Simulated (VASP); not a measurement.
Output of a VASP run:

**OSZICAR**
```
...
DAV:  14    -0.486721687469E+02    0.15260E-02   -0.23035E-03  2135   0.608E-01    0.665E-02
DAV:  15    -0.486729092499E+02   -0.74050E-03   -0.20504E-03  2295   0.576E-01    0.287E-02
DAV:  16    -0.486726451470E+02    0.26410E-03   -0.55386E-04  2125   0.337E-01    0.274E-02
DAV:  17    -0.486726930450E+02   -0.47898E-04   -0.12567E-04  2155   0.171E-01    0.150E-02
DAV:  18    -0.486727072395E+02   -0.14194E-04   -0.36269E-04  2110   0.280E-01    0.423E-03
DAV:  19    -0.486726341746E+02    0.73065E-04   -0.19839E-04  2105   0.180E-01    0.398E-03
DAV:  20    -0.486726333905E+02    0.78405E-06   -0.82272E-06  2315   0.333E-02    0.232E-03
DAV:  21    -0.486726352260E+02   -0.18354E-05   -0.16376E-05  2165   0.490E-02    0.192E-03
DAV:  22    -0.486726328626E+02    0.23634E-05   -0.13335E-06  2250   0.136E-02    0.144E-03
DAV:  23    -0.486726328759E+02   -0.13326E-07   -0.12820E-07  1975   0.533E-03
   1 F= -.48672633E+02 E0= -.48672649E+02  d E =-.486726E+02
       N       E                     dE             d eps       ncg     rms          rms(c)
DAV:   1    -0.486748705643E+02   -0.22377E-02   -0.14636E-01  2235   0.393E+00    0.261E-01
DAV:   2    -0.486732569036E+02    0.16137E-02   -0.35964E-03  2345   0.534E-01    0.148E-01
DAV:   3    -0.486733028909E+02   -0.45987E-04   -0.22408E-03  2245   0.640E-01    0.447E-02
DAV:   4    -0.486734480895E+02   -0.14520E-03   -0.11505E-03  2100   0.487E-01    0.232E-02
DAV:   5    -0.486736023296E+02   -0.15424E-03   -0.94465E-04  2100   0.397E-01    0.133E-02
DAV:   6    -0.486734129898E+02    0.18934E-03   -0.31517E-04  2135   0.202E-01    0.659E-03
DAV:   7    -0.486734174468E+02   -0.44570E-05   -0.33444E-05  2300   0.870E-02    0.330E-03
DAV:   8    -0.486734244618E+02   -0.70150E-05   -0.51494E-06  2305   0.312E-02    0.168E-03
DAV:   9    -0.486734158529E+02    0.86088E-05   -0.31540E-06  2165   0.249E-02    0.754E-04
DAV:  10    -0.486734162531E+02   -0.40011E-06   -0.26929E-06  2110   0.217E-02    0.299E-04
DAV:  11    -0.486734177209E+02   -0.14679E-05   -0.35935E-08  1405   0.264E-03    0.101E-04
DAV:  12    -0.486734168267E+02    0.89421E-06   -0.49462E-08  1155   0.335E-03    0.795E-05
DAV:  13    -0.486734171094E+02   -0.28262E-06   -0.67165E-08  1223   0.389E-03    0.427E-05
DAV:  14    -0.486734171458E+02   -0.36416E-07   -0.30243E-09  1075   0.648E-04
   2 F= -.48673417E+02 E0= -.48673428E+02  d E =-.784270E-03
       N       E                     dE             d eps       ncg     rms          rms(c)
DAV:   1    -0.486734691175E+02   -0.52008E-04   -0.28806E-03  2230   0.552E-01    0.367E-02
DAV:   2    -0.486734369351E+02    0.32182E-04   -0.70625E-05  2345   0.749E-02    0.208E-02
DAV:   3    -0.486734333709E+02    0.35642E-05   -0.44664E-05  2245   0.908E-02    0.619E-03
DAV:   4    -0.486734415110E+02   -0.81401E-05   -0.23673E-05  2100   0.697E-02    0.322E-03
DAV:   5    -0.486734354437E+02    0.60673E-05   -0.18668E-05  2110   0.556E-02    0.181E-03
DAV:   6    -0.486734367242E+02   -0.12804E-05   -0.58406E-06  2145   0.274E-02    0.892E-04
DAV:   7    -0.486734383406E+02   -0.16165E-05   -0.61773E-07  2300   0.119E-02    0.444E-04
DAV:   8    -0.486734373308E+02    0.10098E-05   -0.85227E-08  1315   0.402E-03    0.240E-04
DAV:   9    -0.486734385049E+02   -0.11741E-05   -0.54785E-08  1080   0.302E-03    0.125E-04
DAV:  10    -0.486734382762E+02    0.22864E-06   -0.34444E-08  1070   0.234E-03    0.494E-05
DAV:  11    -0.486734382082E+02    0.68060E-07   -0.13916E-09  1060   0.364E-04
   3 F= -.48673438E+02 E0= -.48673453E+02  d E =-.805332E-03
```

### OUTCAR
```
------------------------ aborting loop because EDIFF is reached ----------------------------------------
  FORCE on cell =-STRESS in cart. coord.  units (eV):
  Direction    XX          YY          ZZ          XY          YZ          ZX
  --------------------------------------------------------------------------------------
  Total        3.0616792      3.0616803      3.0638612      0.0000000      0.0000000      0.0000000
  in kB      169.8983178    169.8983807    170.0194003      0.0000000      0.0000000      0.0000000
  external PRESSURE =     169.9386996 kB  Pullay stress =       0.0000000 kB
  volume of cell :       28.87
      direct lattice vectors                 reciprocal lattice vectors
     1.550343692 -2.685274541 -0.000000000     0.322509133 -0.186200700 -0.000000000
     1.550343692  2.685274541  0.000000000     0.322509133  0.186200700 -0.000000000
     0.000000000  0.000000000  3.467644054    -0.000000000 -0.000000000  0.288380233
 POSITION                                       TOTAL-FORCE (eV/Angst)
 -----------------------------------------------------------------------------------
      0.00000      0.00000      0.00000         0.000000      0.000000     -0.000000
      1.55034      0.89509      1.73382        -0.000000     -0.000000      0.000000
      1.55034     -0.89509      1.73382         0.000000      0.000000     -0.000000
 -----------------------------------------------------------------------------------
    total drift:                                0.000000     -0.000000      0.000000
  FREE ENERGIE OF THE ION-ELECTRON SYSTEM (eV)
  ---------------------------------------------------
  free  energy   TOTEN  =       -48.6734382082 eV

  energy  without entropy=      -48.6734817631  energy(sigma->0) =      -48.67345273

 reached required accuracy - stopping structural energy minimisation
```
(Selected blocks of OUTCAR.)

POSCAR:
```
ZrB2
1
    1.5473725234    -2.6801282844     0.0000000000
    1.5473725234     2.6801282844     0.0000000000
    0.0000000000     0.0000000000     3.4809736029
Zr B
1 2
Direct
  0.0000000000   0.0000000000   1.0000000000
  0.3333330000   0.6666670000   0.5000000000
  0.6666670000   0.3333330000   0.5000000000
```

Task: Reconstruct the remaining input files.

Result: This is not unique; one that fits is the input of the run itself, SCAN meta-GGA, plane waves, VASP's PBE PAW potentials (set 64).

### INCAR
```
ALGO  =  Normal
EDIFF  =  1E-7
EDIFFG  =  -0.01
ENCUT  =  520
IBRION  =  2
ISIF  =  4
ISMEAR  =  1
LASPH  =  .TRUE.
LCHARG  =  .FALSE.
LMAXMIX  =  4
LMIXTAU  =  .TRUE.
LREAL  =  .FALSE.
LWAVE  =  .FALSE.
METAGGA  =  SCAN
NELM  =  100
NSW  =  30
PREC  =  Accurate
SIGMA  =  0.1
SYSTEM  =  ZrB2
```

**KPOINTS**
```
Automatic mesh
0
Gamma
11 11 9
0 0 0
```

POTCAR, in this order: Zr_sv B (PBE.64 set). Program: vasp_std.

The compound is ZrB2 in the AlB2 type structure. This cell is one point of a volume scan, at 0.94 of the reference volume. Symmetry was kept, so distortions that lower it aren't found.
